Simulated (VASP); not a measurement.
Ti2BN:

```
CELL_PARAMETERS angstrom
3.34052 0.00000 0.00000
0.00000 3.34052 0.00000
0.00000 0.00000 7.63678
ATOMIC_POSITIONS crystal
Ti 0.50000 0.50000 0.00000
Ti 0.00000 0.00000 0.00000
Ti 0.00000 0.50000 0.34003
Ti 0.50000 0.00000 0.65997
B 0.50000 0.50000 0.50000
B 0.00000 0.00000 0.50000
N 0.00000 0.50000 0.75286
N 0.50000 0.00000 0.24714
```

The cell was built by a generator and needn't be a form met in nature.

* Program: VASP 6.6.1
* Task: relaxation of cell and atoms
* Functional: PBE
* Potentials or basis: VASP PAW PBE potentials, release 64 (Ti_sv, B, N)
* Cutoff: 520 eV
* k mesh: 4 × 4 × 2
* Occupations: gaussian, width 0.15 eV
* Spin: no spin polarisation

At the start: pressure 7.4 GPa; volume 10.65 Å³/atom.

**Question.** Where does the relaxation end?

**Answer.** Over 11 steps the energy falls by 663.9 meV/atom and the volume is 10.56 Å³/atom (-0.9 %); space group P4/nmm (No. 129, to 0.05 Å).

The path:
```csv
step,energy change (eV),largest force (eV/Å),pressure (GPa),volume (Å³)
1,0.0000,4.9594,7.39,85.22
2,-2.9469,2.8743,-13.42,91.35
3,-3.3801,2.5990,-17.62,94.00
4,-5.1454,1.4821,2.96,82.54
5,-5.1469,1.4401,2.38,82.72
6,-5.2952,0.2020,1.07,83.70
7,-5.2966,0.1558,1.14,83.78
8,-5.2967,0.1435,1.06,83.81
9,-5.3083,0.1508,-0.49,84.59
10,-5.3094,0.1474,-0.97,84.91
11,-5.3114,0.0506,0.31,84.47
```

Final structure:
```cif
data_structure
_symmetry_space_group_name_H-M 'P 1'
_symmetry_Int_Tables_number 1
_cell_length_a 3.1542
_cell_length_b 3.1542
_cell_length_c 8.4900
_cell_angle_alpha 90.000
_cell_angle_beta 90.000
_cell_angle_gamma 90.000
_cell_volume 84.47
loop_
_atom_site_label
_atom_site_type_symbol
_atom_site_fract_x
_atom_site_fract_y
_atom_site_fract_z
_atom_site_occupancy
Ti1 Ti 0.50000 0.50000 0.00000 1
Ti2 Ti 0.00000 0.00000 0.00000 1
Ti3 Ti 0.00000 0.50000 0.28994 1
Ti4 Ti 0.50000 0.00000 0.71006 1
B1 B 0.50000 0.50000 0.50000 1
B2 B 0.00000 0.00000 0.50000 1
N1 N 0.00000 0.50000 0.81952 1
N2 N 0.50000 0.00000 0.18048 1
```

Caveat: the k mesh is coarse (spacing up to 0.47 Å⁻¹), so the values aren't converged.
